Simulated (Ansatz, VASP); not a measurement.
# C ((11,0) graphene nanotube bundle) in two plane-wave programs

Wanted: the spread between two codes on one cell, functional and k mesh. Of the first pair: The structure shown is the start of the Ansatz relaxation below; VASP solves that cell, so the two are compared at the walk's first step.

Program: Ansatz 0.2.0. Level of theory: plane waves, with VASP 6.6.1 beside it; PBE with D3(BJ). Results are calculated unless marked as measured.

**1. Set-up**

The cell holds 132 atoms: 132 C. Its edges and angles: a = 11.913 Å, b = 11.913 Å, c = 12.549 Å, α = 90.0°, β = 90.0°, γ = 120.0°. It derives from C (graphene). As first built, before any earlier steps moved the atoms or strained the cell (in the runner's words): graphene sheet (a = 2.46 A) rolled into an (11,0) tube of diameter 8.61 A, 3 periods, hexagonal bundle with 3.3 A between walls; minimised with a classical potential (cell length normal to the plane free). The structure's axis is c.

**2. Ansatz: relaxation, PBE with D3(BJ)**

Ansatz runs on its default PAW (the set named soft_2) files.

The two programs are compared at the cell with which this relaxation starts, whose forces are those of its first step.

input.yaml

```yaml
crystal:
  lattice:
    - [11.91347, 0.0, 0.0]
    - [-5.95673, 10.31736, 0.0]
    - [0.0, 0.0, 12.54944]
  atoms:
    - { symbol: C, position: [0.36069, 0.0, 0.1202] }
    - { symbol: C, position: [0.40495, 0.11724, 0.06505] }
    - { symbol: C, position: [0.41613, 0.22496, 0.12019] }
    - { symbol: C, position: [0.39298, 0.31397, 0.06504] }
    - { symbol: C, position: [0.40495, 0.11724, 0.28686] }
    - { symbol: C, position: [0.41613, 0.22496, 0.23172] }
    - { symbol: C, position: [0.33841, 0.37766, 0.1202] }
    - { symbol: C, position: [0.25703, 0.41147, 0.06505] }
    - { symbol: C, position: [0.39298, 0.31397, 0.28686] }
    - { symbol: C, position: [0.33841, 0.37766, 0.23171] }
    - { symbol: C, position: [0.15444, 0.41147, 0.12019] }
    - { symbol: C, position: [0.03925, 0.37766, 0.06504] }
    - { symbol: C, position: [0.25703, 0.41147, 0.28685] }
    - { symbol: C, position: [0.15444, 0.41147, 0.23172] }
    - { symbol: C, position: [0.92099, 0.31397, 0.1202] }
    - { symbol: C, position: [0.80883, 0.22496, 0.06505] }
    - { symbol: C, position: [0.03925, 0.37766, 0.28687] }
    - { symbol: C, position: [0.92099, 0.31397, 0.23171] }
    - { symbol: C, position: [0.71229, 0.11724, 0.12019] }
    - { symbol: C, position: [0.63931, 0.0, 0.06504] }
    - { symbol: C, position: [0.80883, 0.22496, 0.28685] }
    - { symbol: C, position: [0.71229, 0.11724, 0.23172] }
    - { symbol: C, position: [0.59505, 0.88276, 0.12019] }
    - { symbol: C, position: [0.58387, 0.77504, 0.06505] }
    - { symbol: C, position: [0.63931, 0.0, 0.28687] }
    - { symbol: C, position: [0.59505, 0.88276, 0.23172] }
    - { symbol: C, position: [0.60702, 0.68603, 0.1202] }
    - { symbol: C, position: [0.66159, 0.62234, 0.06504] }
    - { symbol: C, position: [0.58387, 0.77504, 0.28685] }
    - { symbol: C, position: [0.60702, 0.68603, 0.23171] }
[... 96 atom lines left out ...]
    - { symbol: C, position: [0.19117, 0.77504, 0.78685] }
    - { symbol: C, position: [0.28771, 0.88276, 0.73172] }
    - { symbol: C, position: [0.07901, 0.68603, 0.95353] }
    - { symbol: C, position: [0.19117, 0.77504, 0.89839] }
    - { symbol: C, position: [0.28771, 0.88276, 0.95352] }
    - { symbol: C, position: [0.36069, 0.0, 0.89837] }
kpoints:
  mp_grid: { grid: [1, 1, 1] }
hamiltonian:
  xc: pbe
  dispersion: d3bj
scf:
  occupations: { method: fermi_dirac, width: 0.025 }
output:
  forces: true
relax:
  f_tol: 0.05
  max_steps: 150
  cell: {}
```

Started as:

```sh
$ ansatz run input.yaml --threads 4 --pin off --max-ram 8192MiB --backend cpu --events-out ev --progress --plain --runs-dir out
```

Numbers of over 12 decimals in the logs are rounded to 6 here.

The program printed:

```text
Warning: the atoms were moved onto the symmetric positions of the space group found under crystal.symmetry.tolerance 1.0e-5 (fractional; no operation is sought that the atoms, as they stand in a round, miss by more than twice it, and no atom is moved by as much as it), and the run uses the moved positions. Before a round's move an operation carried an atom to 1.18e-4 Å from where it should land, the largest such dist [...]
[...]
- { symbol: C, position: [0.589601, 0.883075, 0.231561] }
    - { symbol: C, position: [0.600318, 0.684480, 0.120425] }
    - { symbol: C, position: [0.656711, 0.620547, 0.064839] }
    - { symbol: C, position: [0.577184, 0.774617, 0.287128] }
    - { symbol: C, position: [0.600318, 0.684480, 0.231482] }
    - { symbol: C, position: [0.740538, 0.586487, 0.120346] }
    - { symbol: C, position: [0.845949, 0.586487, 0.064895] }
    - { symbol: C, position: [0.656711, 0.620547, 0.287068] }
    - { symbol: C, position: [0.740538, 0.586487, 0.231562] }
    - { symbol: C, position: [0.963836, 0.620547, 0.120401] }
    - { symbol: C, position: [0.084161, 0.684480, 0.064815] }
    - { symbol: C, position: [0.845949, 0.586487, 0.287012] }
    - { symbol: C, position: [0.963836, 0.620547, 0.231506] }
    - { symbol: C, position: [0.197434, 0.774617, 0.120461] }
    - { symbol: C, position: [0.293474, 0.883075, 0.064895] }
    - { symbol: C, position: [0.084161, 0.684480, 0.287092] }
    - { symbol: C, position: [0.197434, 0.774617, 0.231446] }
    - { symbol: C, position: [0.293474, 0.883075, 0.287013] }
    - { symbol: C, position: [0.365181, -2.8869064273859374e-19, 0.231584] }
    - { symbol: C, position: [0.365181, -3.052057357391767e-19, 0.453656] }
    - { symbol: C, position: [0.410399, 0.116925, 0.398228] }
    - { symbol: C, position: [0.422816, 0.225383, 0.453795] }
    - { symbol: C, position: [0.399682, 0.315520, 0.398149] }
    - { symbol: C, position: [0.410399, 0.116925, 0.620346] }
[...]
- { symbol: C, position: [0.845949, 0.586487, 0.953679] }
    - { symbol: C, position: [0.963836, 0.620547, 0.898172] }
    - { symbol: C, position: [0.197434, 0.774617, 0.787128] }
    - { symbol: C, position: [0.293474, 0.883075, 0.731561] }
    - { symbol: C, position: [0.084161, 0.684480, 0.953759] }
    - { symbol: C, position: [0.197434, 0.774617, 0.898113] }
    - { symbol: C, position: [0.293474, 0.883075, 0.953679] }
    - { symbol: C, position: [0.365181, -2.8867707116760456e-19, 0.898251] }
```

**3. VASP: single point, PBE with D3(BJ), start cell, pair 1**

The same cell, functional, mesh and smearing now go to VASP, with its own data sets.

Lines of VASP's logs that name or quote its potential files are left out, and so is its time.

INCAR

```
SYSTEM = C
PREC = Accurate
ENCUT = 520
EDIFF = 1E-06
NELM = 120
ISMEAR = -1
SIGMA = 0.025
LREAL = Auto
ALGO = Normal
GGA = PE
IVDW = 12
NBANDS = 356
LORBIT = 11
LWAVE = .FALSE.
LCHARG = .FALSE.
ISIF = 2
LASPH = .TRUE.
GGA_COMPAT = .FALSE.
EFERMI = MIDGAP
```

POSCAR

```
C
1.0
   11.9134700000     -0.0000030000      0.0000000000
   -5.9567320000     10.3173610000      0.0000000000
    0.0000000000      0.0000000000     12.5494400000
C
132
Direct
    0.3606926130      0.0000001049      0.1201965984
    0.4049503366      0.1172394002      0.0650467272
    0.4161282050      0.2249607480      0.1201886299
    0.3929763263      0.3139660596      0.0650467272
    0.4049503366      0.1172394002      0.2868574215
    0.4161282050      0.2249607480      0.2317234873
    0.3384107427      0.3776645031      0.1202045669
    0.2570305623      0.4114715741      0.0650546957
    0.3929763263      0.3139660596      0.2868653900
    0.3384107427      0.3776645031      0.2317075503
    0.1544407897      0.4114715443      0.1201886299
    0.0392535267      0.3776644161      0.0650387587
    0.2570305623      0.4114715741      0.2868574215
    0.1544407897      0.4114715443      0.2317234873
    0.9209921701      0.3139662132      0.1201965984
    0.8088266111      0.2249608622      0.0650546957
    0.0392535267      0.3776644161      0.2868653900
    0.9209921701      0.3139662132      0.2317075503
    0.7122915674      0.1172394895      0.1201886299
    0.6393100505      0.0000001859      0.0650387587
    0.8088266111      0.2249608622      0.2868574215
    0.7122915674      0.1172394895      0.2317155188
    0.5950485091      0.8827646707      0.1201886299
    0.5838706407      0.7750433228      0.0650546957
    0.6393100505      0.0000001859      0.2868653900
    0.5950485091      0.8827646707      0.2317155188
    0.6070176732      0.6860283188      0.1201965984
    0.6615881030      0.6223395677      0.0650387587
    0.5838706407      0.7750433228      0.2868574215
    0.6070176732      0.6860283188      0.2317075503
[... 96 atom lines left out ...]
    0.1911722346      0.7750432086      0.7868558278
    0.2877156722      0.8827645813      0.7317139251
    0.0790102233      0.6860281652      0.9535325879
    0.1911722346      0.7750432086      0.8983906852
    0.2877156722      0.8827645813      0.9535246194
    0.3606926130      0.0000001049      0.8983747482
```

KPOINTS

```
Automatic mesh
0
Gamma
1 1 1
0 0 0
```

The projector-augmented-wave data sets are C (PBE family, release 64).

Started as:

```sh
$ export OMP_NUM_THREADS=3
$ mpirun -np 1 vasp_gam
```

The program printed:

```text
[banner, memory and clock lines left out]
running    1 mpi-ranks, on    1 nodes
[...]
Offloading initialized ...    1 GPUs detected
[...]
LDA part: xc-table for (Slater+PW92), standard interpolation
 POSCAR, INCAR and KPOINTS ok, starting setup
[...]
entering main loop
       N       E                     dE             d eps       ncg     rms          rms(c)
DAV:   1     0.477670614309E+04    0.47767E+04   -0.29129E+05   728   0.143E+03
DAV:   2    -0.735231077594E+03   -0.55119E+04   -0.52152E+04  1000   0.345E+02
DAV:   3    -0.127525967358E+04   -0.54003E+03   -0.53218E+03   840   0.112E+02
DAV:   4    -0.129210846308E+04   -0.16849E+02   -0.16771E+02   888   0.216E+01
[...]
DAV:  15    -0.119832169749E+04   -0.14608E-04   -0.32259E-05   768   0.884E-03    0.669E-03
DAV:  16    -0.119832170065E+04   -0.31635E-05   -0.44630E-06   696   0.379E-03    0.256E-03
DAV:  17    -0.119832170047E+04    0.18037E-06   -0.86932E-07   552   0.191E-03
   1 F= -.12139435E+04 E0= -.12139435E+04  d E =-.468800E-07
```

From OUTCAR (step 3):

```text
  FREE ENERGIE OF THE ION-ELECTRON SYSTEM (eV)
  ---------------------------------------------------
  free  energy   TOTEN  =     -1213.9434801527 eV

  energy  without entropy=    -1213.9434801059  energy(sigma->0) =    -1213.94348013
```

The run ends at a pressure of 11.60 GPa, with forces up to 0.33 eV/Å.

**4. Side by side**

Known differences besides the potentials themselves: Ansatz takes its cutoff from its data sets, VASP runs at 520 eV. Total energies have different zeros and are not compared.

Forces on 10 of the 132 atoms, those with the largest forces and the largest differences (eV/Å; atoms numbered as in POSCAR):

```tsv
atom	Ansatz x, y, z	VASP x, y, z
C9	0.137, 0.240, 0.153	0.141, 0.251, 0.155
C30	-0.137, -0.240, -0.153	-0.142, -0.250, -0.154
C41	0.137, -0.240, 0.153	0.141, -0.251, 0.155
C48	0.137, 0.240, -0.153	0.142, 0.251, -0.154
C59	-0.137, 0.240, 0.153	-0.141, 0.250, 0.154
C71	-0.137, -0.240, 0.153	-0.141, -0.250, 0.154
C80	0.137, -0.240, -0.153	0.142, -0.251, -0.154
C99	-0.044, 0.240, 0.100	-0.049, 0.252, 0.085
C119	-0.044, -0.240, 0.100	-0.049, -0.252, 0.085
C122	-0.044, -0.240, -0.100	-0.051, -0.252, -0.088
```

The forces differ by 7.8 meV/Å r.m.s., which is 4.6 % of the r.m.s. force of 0.170 eV/Å (both taken over all components). Where the cell holds vacuum, a pressure given here is an average over it and none of the material.

**5. Ansatz: relaxation, PBE with D3(BJ)**

This run makes the geometry at which the two programs are then compared.

The structure compared here is the end of the Ansatz relaxation.

This is the run of step 2 again, met here at its other cell.

**6. VASP: single point, PBE with D3(BJ), relaxed cell, pair 2**

The same cell, functional, mesh and smearing now go to VASP, with its own data sets.

INCAR, as its differences from that of step 3:

```diff
@@ -2,3 +2,3 @@
 PREC = Accurate
-ENCUT = 520
+ENCUT = 600
 EDIFF = 1E-06
```

POSCAR

```
C
1.0
   11.7442490000     -0.0000030000      0.0000000000
   -5.8721220000     10.4779650000      0.0000000000
    0.0000000000      0.0000000000     12.8168190000
C
132
Direct
    0.3651800000      0.0000000000      0.1203200000
    0.4104000000      0.1169300000      0.0648900000
    0.4228200000      0.2253800000      0.1204600000
    0.3996800000      0.3155200000      0.0648200000
    0.4104000000      0.1169300000      0.2870100000
    0.4228200000      0.2253800000      0.2314500000
    0.3432900000      0.3794500000      0.1204000000
    0.2594600000      0.4135100000      0.0648900000
    0.3996800000      0.3155200000      0.2870900000
    0.3432900000      0.3794500000      0.2315100000
    0.1540500000      0.4135100000      0.1203500000
    0.0361600000      0.3794500000      0.0648400000
    0.2594600000      0.4135100000      0.2870100000
    0.1540500000      0.4135100000      0.2315600000
    0.9158400000      0.3155200000      0.1204300000
    0.8025700000      0.2253800000      0.0647800000
    0.0361600000      0.3794500000      0.2870700000
    0.9158400000      0.3155200000      0.2314800000
    0.7065300000      0.1169300000      0.1203500000
    0.6348200000      0.0000000000      0.0649200000
    0.8025700000      0.2253800000      0.2871300000
    0.7065300000      0.1169300000      0.2315600000
    0.5896000000      0.8830700000      0.1203500000
    0.5771800000      0.7746200000      0.0647800000
    0.6348200000      0.0000000000      0.2869900000
    0.5896000000      0.8830700000      0.2315600000
    0.6003200000      0.6844800000      0.1204300000
    0.6567100000      0.6205500000      0.0648400000
    0.5771800000      0.7746200000      0.2871300000
    0.6003200000      0.6844800000      0.2314800000
[... 96 atom lines left out ...]
    0.1974300000      0.7746200000      0.7871300000
    0.2934700000      0.8830700000      0.7315600000
    0.0841600000      0.6844800000      0.9537600000
    0.1974300000      0.7746200000      0.8981100000
    0.2934700000      0.8830700000      0.9536800000
    0.3651800000      0.0000000000      0.8982500000
```

KPOINTS is that of step 3.

The program printed:

```text
[... set-up lines as in an earlier step ...]
 entering main loop
       N       E                     dE             d eps       ncg     rms          rms(c)
DAV:   1     0.492089847429E+04    0.49209E+04   -0.31229E+05   728   0.159E+03
DAV:   2    -0.699341598919E+03   -0.56202E+04   -0.53208E+04   996   0.353E+02
DAV:   3    -0.126315403692E+04   -0.56381E+03   -0.55516E+03   848   0.115E+02
DAV:   4    -0.128131730901E+04   -0.18163E+02   -0.18073E+02   864   0.224E+01
[...]
DAV:  15    -0.120137139617E+04   -0.35174E-04   -0.28769E-05   776   0.935E-03    0.595E-03
DAV:  16    -0.120137140210E+04   -0.59300E-05   -0.37626E-06   712   0.341E-03    0.260E-03
DAV:  17    -0.120137140187E+04    0.22863E-06   -0.10848E-06   576   0.205E-03
   1 F= -.12173101E+04 E0= -.12173101E+04  d E =-.288350E-06
```

From OUTCAR (step 6):

```text
  FREE ENERGIE OF THE ION-ELECTRON SYSTEM (eV)
  ---------------------------------------------------
  free  energy   TOTEN  =     -1217.3101079141 eV

  energy  without entropy=    -1217.3101076258  energy(sigma->0) =    -1217.31010777
```

The run ends at a pressure of 0.01 GPa, with forces up to 0.022 eV/Å.

**7. Differences**

What differs besides the data sets and the points named for the pairs above, as far as they apply: Ansatz takes its cutoff from its data sets, VASP runs at 600 eV. Total energies have different zeros and are not compared.

The two programs side by side:

```tsv
quantity	Ansatz	VASP	difference
pressure (GPa)	0.00	0.01	-0.01
gap on the k mesh (eV)	0.798	0.798	0.000
```

The largest component of a force difference here is 10 meV/Å. A gap on the mesh is an upper bound, since the band edges may lie between its points. Where the cell holds vacuum, a pressure given here is an average over it and none of the material.

**8. Summary of results**

| Property | Result |
| --- | --- |
| r.m.s. force difference (single point, PBE with D3(BJ), start cell, pair 1) | 7.8 meV/Å |
| difference in gap on the k mesh (single point, PBE with D3(BJ), relaxed cell, pair 2) | 3.4e-4 eV |
| r.m.s. force difference (single point, PBE with D3(BJ), relaxed cell, pair 2) | 6.2 meV/Å |

In words: The r.m.s. force difference is 7.8 meV/Å (single point, PBE with D3(BJ), start cell, pair 1), within the 12 meV/Å picked in this series as the mark of a large difference. How closely two codes agree says nothing of how well the functional describes the real material.

[Lines on the potential files, build, host, timing and source positions are cut from VASP's logs without a mark.]

[Logs are printed without paths, hosts, clocks, repeated set-up lines and the standing remarks that a program may print on its own settings, such as how far it seeks lower states.]

[Hosts, paths, dates, database ids (printed as entryN), source tags and the programs' standing remarks are cut or masked in the printed files.]
